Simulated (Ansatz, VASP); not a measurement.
# Cross-check of In2TeS (In2STe, 1 layer) between VASP and Ansatz, part 2 of 2

Wanted: the spread between two codes on one cell, functional and k mesh. Of the first pair: The structure shown is the start of the Ansatz relaxation below; VASP solves that cell, so the two are compared at the walk's first step.

VASP 6.6.1 and Ansatz 0.2.0.

So far: Starting point; Ansatz: relaxation, PBE; VASP: single point, PBE, start cell, pair 1.

**4. Comparison**

Known differences besides the potentials themselves: the data sets hold 48 valence electrons in Ansatz (on its default PAW (the set named soft_2) files) and 38 in VASP; the cutoff is 420 eV in Ansatz and 400 eV in VASP. Total energies have different zeros and are not compared.

Forces (eV/Å; atoms numbered as in POSCAR):

| atom | Ansatz x, y, z | VASP x, y, z |
| --- | --- | --- |
| Te1 | 0.000, 0.000, 0.011 | 0.000, 0.000, -0.004 |
| In2 | 0.000, 0.000, -0.031 | 0.000, 0.000, -0.018 |
| In3 | 0.000, 0.000, -1.216 | 0.000, 0.000, -1.225 |
| S4 | 0.000, 0.000, 1.235 | 0.000, 0.000, 1.246 |

The forces differ by 7.1 meV/Å r.m.s., which is 1.4 % of the r.m.s. force of 0.504 eV/Å (both taken over all components). With vacuum in the cell, a pressure given here is an average over mostly empty space and none of the material.

**5. Ansatz: relaxation, PBE**

This run makes the geometry at which the two programs are then compared.

The structure compared here is the end of the Ansatz relaxation.

File input.yaml:

```yaml
crystal:
  lattice:
    - [4.1574, 0.0, 0.0]
    - [-2.0787, 3.6004140137, 0.0]
    - [0.0, 0.0, 20.0382444634]
  atoms:
    - { symbol: Te, position: [0.3333333333, 0.6666666667, 0.3742842849] }
    - { symbol: In, position: [0.0, 0.0, 0.4491007928] }
    - { symbol: In, position: [0.0, 0.0, 0.5908297754] }
    - { symbol: S, position: [0.3333333333, 0.6666666667, 0.6257157151] }
kpoints:
  mp_grid: { grid: [6, 6, 1] }
hamiltonian:
  xc: pbe
scf:
  occupations: { method: fermi_dirac, width: 0.05 }
  convergence: { dr2_threshold: 1.0e-08 }
efield:
  axis: 3
  dipole_correction: true
  ramp_position: 0.97
  ramp_width: 0.04
relax:
  f_tol: 0.01
  cell: { fix: [c, alpha, beta] }
output:
  write_potential: true
  write_density: true
  volumetric_format: npy
```

The run is started by

```sh
> ansatz run input.yaml --threads 4 --pin off --max-ram 8192MiB --backend cpu --events-out ev --progress --plain --runs-dir out
```

Numbers of over 12 decimals in the logs are rounded to 6 here.

Output:

```text
[...]
Crystal: 4 atoms, lattice volume = 299.940 Å³
Basis set: ecut = 420 eV, 5797 PW (Γ), exchange–correlation on 60×60×270 points (8 copies of the dense FFT grid, shifted against one another)
[...]
cell:  # Å, volume = 301.0596 Å³
    - [4.165154, 5.739109260183606e-19, 0]
    - [-2.082577, 3.607129, 0]
    - [0, 0, 20.0382444634]
  atoms:
    - { symbol: Te, position: [0.333333, 0.666667, 0.370651] }
    - { symbol: In, position: [0, -3.700743415524894e-17, 0.445282] }
    - { symbol: In, position: [0, -3.700743415524894e-17, 0.586264] }
    - { symbol: S, position: [0.333333, 0.666667, 0.637734] }
[key lines of the parts left out:]
SCF converged after 4 iterations
Free energy (F): -19079.273399 eV
Fermi energy:    -0.098146 eV
Dipole field:    D = -0.025903 V/Å  (p = -0.043096 e·Å, saw-weighted, corrected)
Work function:   Φ+ = 5.2939 eV   Φ− = 4.7749 eV
P = ⅓ Tr σ = -0.0138 GPa (-0.138 kbar)
```

**6. VASP: single point, PBE, relaxed cell, pair 2**

The same cell, functional, mesh and smearing now go to VASP, with its own data sets.

File INCAR:

```
SYSTEM = In2TeS
PREC = Accurate
ENCUT = 500
EDIFF = 1E-06
NELM = 120
ISMEAR = -1
SIGMA = 0.05
LREAL = .FALSE.
ALGO = Normal
GGA = PE
NBANDS = 25
LORBIT = 11
LWAVE = .FALSE.
LCHARG = .FALSE.
ISIF = 2
LDIPOL = .TRUE.
IDIPOL = 3
DIPOL = 0.5 0.5 0.511
LVHAR = .TRUE.
LASPH = .TRUE.
GGA_COMPAT = .FALSE.
EFERMI = MIDGAP
NELMDL = -8
```

File POSCAR:

```
In2TeS
1.0
    4.1651539951      0.0000000000      0.0000000000
   -2.0825769976      3.6071291704      0.0000000000
    0.0000000000      0.0000000000     20.0382444634
Te In S
1 2 1
Direct
    0.3333333333      0.6666666667      0.3706505651
    1.0000000000      0.0000000000      0.4452817398
    1.0000000000      0.0000000000      0.5862639162
    0.3333333333      0.6666666667      0.6377343472
```

File KPOINTS:

```
Automatic mesh
0
Gamma
6 6 1
0 0 0
```

PAW data sets: Te, In_d and S (PBE family, release 64).

The run is started by

```sh
> mpirun -np 1 vasp_std
```

Output:

```text
[... set-up lines as in an earlier step ...]
 entering main loop
       N       E                     dE             d eps       ncg     rms          rms(c)
DAV:   1     0.300449231503E+03    0.30045E+03   -0.15466E+04   374   0.124E+03
DAV:   2     0.180726183545E+02   -0.28238E+03   -0.27698E+03   409   0.309E+02
DAV:   3    -0.135598747740E+02   -0.31632E+02   -0.31466E+02   490   0.127E+02
DAV:   4    -0.144720161937E+02   -0.91214E+00   -0.91087E+00   442   0.278E+01
[...]
DAV:  25    -0.139355550010E+02   -0.10504E-05   -0.24022E-08   267   0.103E-03    0.527E-04
DAV:  26    -0.139355560764E+02   -0.10754E-05   -0.24457E-08   245   0.159E-03    0.286E-04
DAV:  27    -0.139355565257E+02   -0.44924E-06   -0.90996E-09   218   0.959E-04
   1 F= -.13935557E+02 E0= -.13935551E+02  d E =-.106516E-04
```

OUTCAR, selected parts (step 6):

```text
  Total       -0.0625226     -0.0625226      0.0073954      0.0000000      0.0000000     -0.0000000
  in kB       -0.3327325     -0.3327325      0.0393566      0.0000000      0.0000000     -0.0000000
  external PRESSURE =      -0.2087028 kB  Pullay stress =       0.0000000 kB

 POSITION                                       TOTAL-FORCE (eV/Angst)
 -----------------------------------------------------------------------------------
     -0.00000      2.40475      7.42719         0.000000     -0.000000     -0.015224
      0.00000      0.00000      8.92266         0.000000      0.000000      0.012327
      0.00000      0.00000     11.74770        -0.000000     -0.000000     -0.001434
     -0.00000      2.40475     12.77908         0.000000     -0.000000      0.004331
 -----------------------------------------------------------------------------------
    total drift:                                0.000000      0.000000      0.000815

  FREE ENERGIE OF THE ION-ELECTRON SYSTEM (eV)
  ---------------------------------------------------
  free  energy   TOTEN  =       -13.9355565257 eV

  energy  without entropy=      -13.9355458740  energy(sigma->0) =      -13.93555120

[... 1 part as in an earlier step ...]

[... 2 further parts left out ...]
[key lines of the parts left out:]
E-fermi :  -0.9803
```

**7. Side by side**

What differs besides the data sets and the points named for the pairs above, as far as they apply: the data sets hold 48 valence electrons in Ansatz (on its default PAW (the set named soft_2) files) and 38 in VASP; the cutoff is 420 eV in Ansatz and 500 eV in VASP; Ansatz's pressure holds a Pulay correction, VASP's none. Total energies have different zeros and are not compared.

Compared:

```
              quantity  Ansatz   VASP  difference
        pressure (GPa)   -0.01  -0.02       +0.01
gap on the k mesh (eV)   0.897  0.890      +0.006
```

At this near-relaxed geometry the largest component of a force difference is 15 meV/Å. A gap on the mesh is an upper bound, since the band edges may lie between its points. With vacuum in the cell, a pressure given here is an average over mostly empty space and none of the material.

**8. Summary of results**

- r.m.s. force difference (single point, PBE, start cell, pair 1): 1.4 % of the r.m.s. force
- difference in gap on the k mesh (single point, PBE, relaxed cell, pair 2): 0.0063 eV
- r.m.s. force difference (single point, PBE, relaxed cell, pair 2): 6.8 meV/Å

The r.m.s. force difference is 6.8 meV/Å (single point, PBE, relaxed cell, pair 2), within the 12 meV/Å picked in this series as the mark of a large difference. The data sets hold unlike numbers of valence electrons (48 in Ansatz and 38 in VASP), so part of the differences comes from the potentials. Such differences can come from data sets, numerical settings and the points named under the comparisons, not from the functional's error against experiment.

[Lines on the potential files, build, host, timing and source positions are cut from VASP's logs without a mark.]

[Logs are printed without paths, hosts, clocks, repeated set-up lines and the standing remarks that a program may print on its own settings, such as how far it seeks lower states.]

[Hosts, paths, dates, database ids (printed as entryN), source tags and the programs' standing remarks are cut or masked in the printed files.]
